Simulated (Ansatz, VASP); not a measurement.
**Ru8CO (Ru(0001)): VASP beside Ansatz**

Aim: how closely do two programs agree when they are given the same cell, functional and k mesh? The structure shown is the end of the VASP relaxation below.

Program: Ansatz 0.2.0. Level of theory: plane waves, with VASP 6.6.1 beside it; single point at PBE. Results are calculated unless marked as measured.

## (1) Set-up

The cell holds 20 atoms: 16 Ru, 2 C and 2 O. Cell: a = 5.433 Å, b = 5.433 Å, c = 21.412 Å, α = 90.0°, β = 90.0°, γ = 60.0°. It derives from Ru. As first built, before any earlier steps moved the atoms: 2 CO over ontop sites of a 2 x 2 cell of Ru(0001). Vacuum lies along c.

## (2) VASP: relaxation, PBE

This run makes the geometry at which the two programs are then compared.

Lines of VASP's logs that name or quote its potential files are left out, and so is its time.

The input, INCAR:

```
SYSTEM = Ru8CO
PREC = Normal
ENCUT = 440
EDIFF = 1E-05
NELM = 120
ISMEAR = 1
SIGMA = 0.15
LREAL = Auto
ALGO = Fast
GGA = PE
NBANDS = 94
LASPH = .TRUE.
LORBIT = 11
LWAVE = .FALSE.
LCHARG = .FALSE.
KPAR = 4
NCORE = 2
IBRION = 2
NSW = 45
ISIF = 2
EDIFFG = -0.03
POTIM = 0.4
MAXMIX = 40
IDIPOL = 3
LDIPOL = .TRUE.
DIPOL = 0.5 0.5 0.552
```

The input, POSCAR:

```
Ru8CO
1.0
    5.4333338662      0.0000000000      0.0000000000
    2.7166669331      4.7054051554      0.0000000000
    0.0000000000      0.0000000000     21.4119355477
Ru C O
16 2 2
Selective dynamics
Direct
    0.8333333300      0.3333333300      0.3502719300  F F F
    0.3333333300      0.3333333300      0.3502719300  F F F
    0.8333333300      0.8333333300      0.3502719300  F F F
    0.3333333300      0.8333333300      0.3502719300  F F F
    0.0000000000      0.0000000000      0.4500906400  F F F
    0.5000000000      0.0000000000      0.4500906400  F F F
    0.0000000000      0.5000000000      0.4500906400  F F F
    0.5000000000      0.5000000000      0.4500906400  F F F
    0.8333333300      0.3333333300      0.5497022500  T T T
    0.3333333300      0.3333333300      0.5497022500  T T T
    0.8333333300      0.8333333300      0.5497022500  T T T
    0.3333333300      0.8333333300      0.5497022500  T T T
    0.0000000000      0.0000000000      0.6463087700  T T T
    0.5000000000      0.0000000000      0.6463087700  T T T
    0.0000000000      0.5000000000      0.6463087700  T T T
    0.5000000000      0.5000000000      0.6463087700  T T T
    0.0000000000      0.0000000000      0.7350443300  T T T
    0.5000000000      0.0000000000      0.7350443300  T T T
    0.0000000000      0.0000000000      0.7887526900  T T T
    0.5000000000      0.0000000000      0.7887526900  T T T
```

The input, KPOINTS:

```
Automatic mesh
0
Gamma
6 6 1
0 0 0
```

The projector-augmented-wave data sets are Ru, C and O (PBE family, release 64).

Run with:

```sh
$ mpirun -np 8 vasp_std
```

Numbers of over 12 decimals in the logs are rounded to 6 here.

Log:

```text
[banner, memory and clock lines left out]
running    8 mpi-ranks, on    1 nodes
 distrk:  each k-point on    2 cores,    4 groups
 distr:  one band on    2 cores,    1 groups

 POSCAR found type information on POSCAR RuC O
 POSCAR found :  3 types and      20 ions
 LDA part: xc-table for (Slater+PW92), standard interpolation
 POSCAR, INCAR and KPOINTS ok, starting setup
 FFT: planning ... GRIDC
 FFT: planning ... GRID_SOFT
 FFT: planning ... GRID
 WAVECAR not read
 entering main loop
       N       E                     dE             d eps       ncg     rms          rms(c)
DAV:   1     0.941198366853E+03    0.94120E+03   -0.60983E+04  2444   0.121E+03
DAV:   2    -0.845116919376E+02   -0.10257E+04   -0.95683E+03  2676   0.288E+02
DAV:   3    -0.180185419237E+03   -0.95674E+02   -0.91821E+02  3898   0.792E+01
DAV:   4    -0.185169328896E+03   -0.49839E+01   -0.48933E+01  3280   0.164E+01
DAV:   5    -0.185365996594E+03   -0.19667E+00   -0.19545E+00  3824   0.321E+00    0.483E+01
RMM:   6    -0.188188708705E+03   -0.28227E+01   -0.40627E+01  2503   0.200E+01    0.297E+01
RMM:   7    -0.391630288579E+03   -0.20344E+03   -0.19713E+02  3523   0.306E+01    0.739E+01
RMM:   8    -0.253371276948E+03    0.13826E+03   -0.56018E+01  2978   0.154E+01    0.501E+01
RMM:   9    -0.192333718568E+03    0.61038E+02   -0.26099E+01  2553   0.124E+01    0.302E+01
RMM:  10    -0.176735423535E+03    0.15598E+02   -0.26520E+01  2674   0.112E+01    0.173E+01
RMM:  11    -0.173048986985E+03    0.36864E+01   -0.80542E+00  2462   0.780E+00    0.856E+00
RMM:  12    -0.172793887541E+03    0.25510E+00   -0.18290E+00  2772   0.320E+00    0.655E+00
RMM:  13    -0.172812891550E+03   -0.19004E-01   -0.69486E-01  3195   0.155E+00    0.618E+00
RMM:  14    -0.172564849132E+03    0.24804E+00   -0.19107E-01  2650   0.100E+00    0.445E+00
[...]
RMM:  26    -0.172301731354E+03   -0.28148E-04   -0.68449E-05  2157   0.202E-02    0.212E-02
RMM:  27    -0.172301793447E+03   -0.62093E-04   -0.13901E-04  1986   0.205E-02    0.149E-02
RMM:  28    -0.172301822078E+03   -0.28630E-04   -0.12818E-05  1526   0.804E-03    0.854E-03
RMM:  29    -0.172301880835E+03   -0.58758E-04   -0.29212E-05  1634   0.101E-02    0.960E-03
RMM:  30    -0.172301900144E+03   -0.19309E-04   -0.57804E-06  1446   0.563E-03    0.415E-03
RMM:  31    -0.172301921114E+03   -0.20970E-04   -0.38885E-06  1246   0.451E-03    0.330E-03
RMM:  32    -0.172301936463E+03   -0.15349E-04   -0.14484E-06  1043   0.307E-03    0.198E-03
RMM:  33    -0.172301940959E+03   -0.44961E-05   -0.84121E-07   978   0.277E-03
   1 F= -.17230194E+03 E0= -.17230007E+03  d E =-.172302E+03
[... from here on, the cycles between the ionic steps are left out ...]
  29 F= -.17243635E+03 E0= -.17243623E+03  d E =-.200505E-02
  30 F= -.17243633E+03 E0= -.17243623E+03  d E =-.198563E-02
  31 F= -.17243668E+03 E0= -.17243661E+03  d E =-.357936E-03
  32 F= -.17243674E+03 E0= -.17243667E+03  d E =-.408612E-03
  33 F= -.17243680E+03 E0= -.17243675E+03  d E =-.473871E-03
  34 F= -.17243690E+03 E0= -.17243685E+03  d E =-.102744E-03
  35 F= -.17243710E+03 E0= -.17243707E+03  d E =-.301274E-03
  36 F= -.17243718E+03 E0= -.17243719E+03  d E =-.382377E-03
  37 F= -.17243722E+03 E0= -.17243721E+03  d E =-.415774E-03
  38 F= -.17243722E+03 E0= -.17243722E+03  d E =-.422979E-03
  39 F= -.17243722E+03 E0= -.17243722E+03  d E =-.422882E-03
  40 F= -.17243726E+03 E0= -.17243725E+03  d E =-.329039E-04
  41 F= -.17243736E+03 E0= -.17243735E+03  d E =-.138411E-03
 curvature:  -0.62 expect dE=-0.185E-03 dE for cont linesearch -0.590E-04
 ZBRENT: increasing intervall
 opt :   0.8490  next Energy=  -172.437504 (dE=-0.280E-03)
 bond charge predicted
       N       E                     dE             d eps       ncg     rms          rms(c)
DAV:   1    -0.172437507956E+03   -0.14691E-03   -0.32849E-02  2444   0.521E-01    0.414E-02
RMM:   2    -0.172437534368E+03   -0.26411E-04   -0.45959E-04  2455   0.753E-02    0.733E-03
RMM:   3    -0.172437545286E+03   -0.10919E-04   -0.12568E-04  2333   0.328E-02    0.438E-03
RMM:   4    -0.172437547731E+03   -0.24454E-05   -0.15479E-05  1427   0.114E-02
  42 F= -.17243755E+03 E0= -.17243752E+03  d E =-.324168E-03
 curvature:  -1.49 expect dE=-0.317E-03 dE for cont linesearch -0.826E-04
 trial: gam=-0.13949 g(F)=  0.213E-03 g(S)=  0.000E+00 ort = 0.238E-03 (trialstep = 0.238E+00)
 search vector abs. value=  0.166E-03
 reached required accuracy - stopping structural energy minimisation
```

From OUTCAR (step 2):

```text
ion  position               nearest neighbor table
   1  0.833  0.333  0.350-   8 2.65   5 2.65   7 2.65   2 2.72   2 2.72   3 2.72   4 2.72   3 2.72
                             4 2.72
   2  0.333  0.333  0.350-   7 2.65   6 2.65   8 2.65   1 2.72   1 2.72   3 2.72   4 2.72   4 2.72
                             3 2.72
   3  0.833  0.833  0.350-   6 2.65   7 2.65   5 2.65   4 2.72   4 2.72   1 2.72   2 2.72   2 2.72
                             1 2.72
   4  0.333  0.833  0.350-   5 2.65   8 2.65   6 2.65   3 2.72   3 2.72   1 2.72   2 2.72   1 2.72
                             2 2.72
   5  0.000  0.000  0.450-  12 2.65   9 2.65  11 2.65   4 2.65   1 2.65   3 2.65   6 2.72   6 2.72
                             7 2.72   8 2.72   7 2.72   8 2.72
   6  0.500  0.000  0.450-  11 2.65  10 2.65  12 2.65   3 2.65   2 2.65   4 2.65   5 2.72   5 2.72
                             7 2.72   8 2.72   8 2.72   7 2.72
   7  0.000  0.500  0.450-  10 2.65  11 2.65   9 2.65   2 2.65   3 2.65   1 2.65   8 2.72   8 2.72
                             5 2.72   6 2.72   6 2.72   5 2.72
   8  0.500  0.500  0.450-   9 2.65  12 2.65  10 2.65   1 2.65   4 2.65   2 2.65   7 2.72   7 2.72
                             5 2.72   6 2.72   5 2.72   6 2.72
   9  0.833  0.333  0.550-  16 2.60  13 2.60  15 2.60   8 2.65   5 2.65   7 2.65  10 2.72  10 2.72
                            11 2.72  12 2.72  11 2.72  12 2.72
  10  0.333  0.333  0.550-  15 2.60  14 2.60  16 2.60   7 2.65   6 2.65   8 2.65   9 2.72   9 2.72
                            11 2.72  12 2.72  12 2.72  11 2.72
  11  0.833  0.833  0.550-  14 2.60  15 2.60  13 2.60   6 2.65   7 2.65   5 2.65  12 2.72  12 2.72
                             9 2.72  10 2.72  10 2.72   9 2.72
  12  0.333  0.833  0.550-  13 2.60  16 2.60  14 2.60   5 2.65   8 2.65   6 2.65  11 2.72  11 2.72
                             9 2.72  10 2.72   9 2.72  10 2.72
  13  0.000  0.000  0.646-  17 1.90  12 2.60   9 2.60  11 2.60  14 2.72  14 2.72  15 2.72  16 2.72
                            15 2.72  16 2.72
  14  0.500  0.000  0.646-  18 1.90  11 2.60  10 2.60  12 2.60  13 2.72  13 2.72  15 2.72  16 2.72
                            16 2.72  15 2.72
  15  0.000  0.500  0.646-  10 2.60  11 2.60   9 2.60  16 2.72  16 2.72  13 2.72  14 2.72  14 2.72
                            13 2.72
  16  0.500  0.500  0.646-   9 2.60  12 2.60  10 2.60  15 2.72  15 2.72  13 2.72  14 2.72  13 2.72
                            14 2.72
  17  0.000  0.000  0.735-  19 1.15  13 1.90
  18  0.500  0.000  0.735-  20 1.15  14 1.90
  19  0.000  0.000  0.789-  17 1.15
  20  0.500  0.000  0.789-  18 1.15

  LATTYP: Found a hexagonal cell.
 ALAT       =     5.4333338662
 C/A-ratio  =     3.9408466468

 Subroutine GETGRP returns: Found  2 space group operations
 (whereof  2 operations were pure point group operations)

The static configuration has the point symmetry C_1h.

 Found     13 irreducible k-points:

   k-points           NKPTS =     13   k-points in BZ     NKDIM =     13   number of bands    NBANDS=     94

   dimension x,y,z NGX =    28 NGY =   28 NGZ =  112
   dimension x,y,z NGXF=    56 NGYF=   56 NGZF=  224

   ENCUT  =  440.0 eV  32.34 Ry    5.69 a.u.   9.29  9.29 36.62*2*pi/ulx,y,z

   NELECT =     148.0000    total number of electrons

 k-points in reciprocal lattice and weights: Automatic mesh
   0.00000000  0.00000000  0.00000000       0.028
   0.16666667  0.00000000  0.00000000       0.111
   0.00000000  0.16666667  0.00000000       0.056
   0.33333333  0.00000000  0.00000000       0.111
   0.00000000  0.33333333  0.00000000       0.056
   0.50000000  0.00000000  0.00000000       0.056
   0.00000000  0.50000000  0.00000000       0.028
   0.33333333  0.16666667  0.00000000       0.056
   0.16666667  0.33333333  0.00000000       0.111
   0.50000000  0.16666667  0.00000000       0.111
   0.33333333  0.50000000  0.00000000       0.111
  -0.16666667  0.33333333  0.00000000       0.111
  -0.33333333  0.33333333  0.00000000       0.056

 dipolmoment           0.000000      0.000000      0.161443 electrons x Angstroem

 average (electrostatic) potential at core
       1 -65.9688       2 -65.9688       3 -65.9684       4 -65.9684       5 -66.4422
       6 -66.4422       7 -66.5261       8 -66.5261       9 -66.4546      10 -66.4546
      11 -66.4100      12 -66.4100      13 -66.1541      14 -66.1541      15 -66.0535
      16 -66.0535      17 -54.4691      18 -54.4691      19 -75.1181      20 -75.1181

 E-fermi :   2.2577

 k-point     1 :       0.0000    0.0000    0.0000
  band No.  band energies     occupation
    ...
     63       1.8601      2.00115
     64       1.9530      2.01444
     65       2.0754      2.07089
     66       2.1529      1.91887
     67       2.1772      1.77918
     68       2.3863     -0.00645
     69       2.4175     -0.06127
     70       2.4192     -0.06272
     71       2.4604     -0.06679
     72       2.9598     -0.00000
    ...

 k-point     2 :       0.1667    0.0000    0.0000
  band No.  band energies     occupation
    ...
     66       1.9429      2.01147
     67       2.0413      2.06021
     68       2.1697      1.82796
     69       2.1982      1.61696
     70       2.2982      0.56164
     71       2.3188      0.36991
     72       2.4196     -0.06301
     73       2.7256     -0.00009
     74       2.7482     -0.00004
     75       2.9044     -0.00000
    ...

 k-point     3 :       0.0000    0.1667    0.0000
  band No.  band energies     occupation
    ...
     66       1.7961      2.00012
     67       2.0812      2.07016
     68       2.1325      1.99688
     69       2.2141      1.46975
     70       2.2658      0.90880
     71       2.3540      0.12420
     72       2.4331     -0.06988
     73       2.6820     -0.00047
     74       2.8217     -0.00000
     75       2.8744     -0.00000
    ...

  Total       -7.4100547    -11.4077082     -5.2587956      0.0000000     -0.3582139      0.0000000
  in kB      -21.6876579    -33.3879415    -15.3913789      0.0000000     -1.0484161      0.0000000
  external PRESSURE =     -23.4889928 kB  Pullay stress =       0.0000000 kB

  energy-cutoff  :      440.00
  volume of cell :      547.42
      direct lattice vectors                 reciprocal lattice vectors
     5.433333866  0.000000000  0.000000000     0.184049062 -0.106260775  0.000000000
     2.716666933  4.705405155  0.000000000     0.000000000  0.212521551  0.000000000
     0.000000000  0.000000000 21.411935548     0.000000000  0.000000000  0.046702924

 POSITION                                       TOTAL-FORCE (eV/Angst)
 -----------------------------------------------------------------------------------
      5.43333      1.56847      7.50000         0.000000      0.056922      0.759648
      2.71667      1.56847      7.50000         0.000000      0.056922      0.759648
      6.79167      3.92117      7.50000         0.000000     -0.060037      0.508016
      4.07500      3.92117      7.50000         0.000000     -0.060037      0.508016
      0.00000      0.00000      9.63731         0.000000      0.019507     -0.480743
      2.71667      0.00000      9.63731         0.000000      0.019507     -0.480743
      1.35833      2.35270      9.63731         0.000000      0.021019     -0.802674
      4.07500      2.35270      9.63731         0.000000      0.021019     -0.802674
      5.43333      1.56568     11.75103        -0.000000      0.027428     -0.001282
      2.71667      1.56568     11.75103        -0.000000      0.027428     -0.001282
      6.79167      3.89548     11.75987        -0.000000     -0.017534      0.005406
      4.07500      3.89548     11.75987        -0.000000     -0.017534      0.005406
      2.71667      4.67536     13.92575        -0.000000     -0.017446     -0.004506
      5.43333      4.67536     13.92575        -0.000000     -0.017446     -0.004506
      1.35833      2.32626     13.82426        -0.000000     -0.009814     -0.019562
      4.07500      2.32626     13.82426        -0.000000     -0.009814     -0.019562
      2.71667      4.69137     15.81728        -0.000000     -0.013508      0.018840
      5.43333      4.69137     15.81728        -0.000000     -0.013508      0.018840
      2.71667      4.70289     16.98036        -0.000000     -0.006537      0.016857
      5.43333      4.70289     16.98036        -0.000000     -0.006537      0.016857
 -----------------------------------------------------------------------------------
    total drift:                               -0.000011     -0.018328      0.088493

  FREE ENERGIE OF THE ION-ELECTRON SYSTEM (eV)
  ---------------------------------------------------
  free  energy   TOTEN  =      -172.4375477315 eV

  energy  without entropy=     -172.4374687931  energy(sigma->0) =     -172.43752142

 reached required accuracy - stopping structural energy minimisation

 vacuum level on the upper side and lower side of the slab         8.276         7.128

 total charge
# of ion       s       p       d       tot
------------------------------------------
    1        0.596   0.579   6.512   7.688
    2        0.596   0.579   6.512   7.688
    3        0.595   0.579   6.511   7.685
    4        0.595   0.579   6.511   7.685
    5        0.631   0.809   6.570   8.010
    6        0.631   0.809   6.570   8.010
    7        0.634   0.818   6.561   8.014
    8        0.634   0.818   6.561   8.014
    9        0.639   0.830   6.591   8.061
   10        0.639   0.830   6.591   8.061
   11        0.636   0.822   6.588   8.046
   12        0.636   0.822   6.588   8.046
   13        0.640   0.884   6.684   8.208
   14        0.640   0.884   6.684   8.208
   15        0.600   0.600   6.550   7.750
   16        0.600   0.600   6.550   7.750
   17        0.964   1.572   0.000   2.535
   18        0.964   1.572   0.000   2.535
   19        1.629   3.531   0.000   5.160
   20        1.629   3.531   0.000   5.160
--------------------------------------------------
tot         15.130  22.051 105.135 142.316

[... 3 further parts left out ...]
```

CONTCAR:

```
Ru8CO
   1.00000000000000
     5.4333338661999999    0.0000000000000000    0.0000000000000000
     2.7166669331000000    4.7054051554000003    0.0000000000000000
     0.0000000000000000    0.0000000000000000   21.4119355477000006
  Ru              C               O
    16     2     2
Selective dynamics
Direct
     0.8333333300000021    0.3333333300000021    0.3502719299999981   F   F   F
     0.3333333300000021    0.3333333300000021    0.3502719299999981   F   F   F
     0.8333333300000021    0.8333333300000021    0.3502719299999981   F   F   F
     0.3333333300000021    0.8333333300000021    0.3502719299999981   F   F   F
     0.0000000000000000    0.0000000000000000    0.4500906399999991   F   F   F
     0.5000000000000000    0.0000000000000000    0.4500906399999991   F   F   F
     0.0000000000000000    0.5000000000000000    0.4500906399999991   F   F   F
     0.5000000000000000    0.5000000000000000    0.4500906399999991   F   F   F
     0.8336301458462468    0.3327396983075129    0.5488076370989594   T   T   T
     0.3336301458462468    0.3327396983075129    0.5488076370989594   T   T   T
     0.8360627708032594    0.8278744483934879    0.5492203424142139   T   T   T
     0.3360627708032592    0.8278744483934879    0.5492203424142139   T   T   T
     0.0031929256792262    0.9936141486415474    0.6503733623166205   T   T   T
     0.5031929256792258    0.9936141486415474    0.6503733623166205   T   T   T
     0.0028094102144822    0.4943811795710353    0.6456335171434311   T   T   T
     0.5028094102144821    0.4943811795710353    0.6456335171434311   T   T   T
     0.0014917239635201    0.9970165520729596    0.7387131216327553   T   T   T
     0.5014917239635198    0.9970165520729596    0.7387131216327553   T   T   T
     0.0002670180648455    0.9994659638703085    0.7930323861113486   T   T   T
     0.5002670180648457    0.9994659638703085    0.7930323861113486   T   T   T
```

This run has no spin polarisation, although Ru can carry a moment. The run keeps the 2 symmetry operations of its start, so it cannot find a distortion of lower symmetry.

(Continued in part 2 of 2.)

[Lines on the potential files, build, host, timing and source positions are cut from VASP's logs without a mark.]

[Logs are printed without paths, hosts, clocks, repeated set-up lines and the standing remarks that a program may print on its own settings, such as how far it seeks lower states.]

[Hosts, paths, dates, database ids (printed as entryN), source tags and the programs' standing remarks are cut or masked in the printed files.]
